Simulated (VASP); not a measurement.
VASP runs on Ni3Al (L1_2) share one base input (PBE GGA, plane waves, VASP's PBE PAW potentials (set 64)) and change the settings named in each case.

**INCAR**
```
SYSTEM = Ni3Al
LWAVE = .False.
EDIFF = 1E-6   # SCF stop (eV)
ISPIN = 2   # spin-polarised
ISMEAR = 1   # Methfessel-Paxton
GGA = PE
SIGMA = 0.1   # width (eV)
PREC = Accurate
ENCUT = 400   # plane-wave cut-off (eV)
LORBIT = 10
LMAXMIX = 4   # l cut-off of mixed one-centre charges
LCHARG = .False.
NELM = 100   # most electronic steps
LASPH = .True.   # aspherical one-centre terms
ALGO = Normal
LREAL = .False.
ISIF = 2   # forces and stress, cell fixed
MAGMOM = 0.0 3*0.5
```

### POSCAR
```
Ni3Al
1
    3.6414000000     0.0000000000     0.0000000000
    0.0000000000     3.6414000000     0.0000000000
    0.0000000000     0.0000000000     3.6414000000
Al Ni
1 3
Direct
  0.0000000000   0.0000000000   0.0000000000
  0.0000000000   0.5000000000   0.5000000000
  0.5000000000   0.0000000000   0.5000000000
  0.5000000000   0.5000000000   0.0000000000
```

File KPOINTS:
```
Automatic mesh
0
Gamma
8 8 8
0 0 0
```

POTCAR, in this order: Al Ni (PBE.64 set). Program: vasp_std.

| change | E(σ→0) (eV/atom) | pressure (GPa) | −TS (eV) |
|---|---|---|---|
| base run | -5.4512 | -10.03 | -0.0008 |
| ENCUT = 520, POTCAR Al_GW Ni (PBE.64 set) | -5.4530 | -9.54 | -0.0009 |
| ENCUT = 520, POTCAR Al Ni_pv (PBE.64 set) | -5.4651 | … | … |
| ENCUT = 800, POTCAR Al_sv_GW Ni (PBE.64 set) | -5.4565 | -9.77 | -0.0009 |
| ENCUT = 520 | -5.4504 | -9.48 | -0.0009 |
| ENCUT = 800 | -5.4502 | -9.60 | -0.0009 |

**Question.** Fill in the missing entries.

**Answer.** 
- ENCUT = 520, POTCAR Al Ni_pv (PBE.64 set), pressure (GPa): -11.36
- ENCUT = 520, POTCAR Al Ni_pv (PBE.64 set), −TS (eV): -0.0002

Energies of different potentials or functionals have different zeros.  The base run's pressure lies -0.42 GPa from that at 800 eV (Pulay error).

Left out are runs that ran out of time, are held back, or changed the cell or the kind of run, fixed moments of cells without a moment, rows past the twelfth, gaps on odd meshes, pressures of charged cells and columns that move by less than the noise.

The compound is Ni3Al in the L1_2 structure. The cell was not relaxed at this level. The spin order is the one that the start imposed; others were not tried in this run.
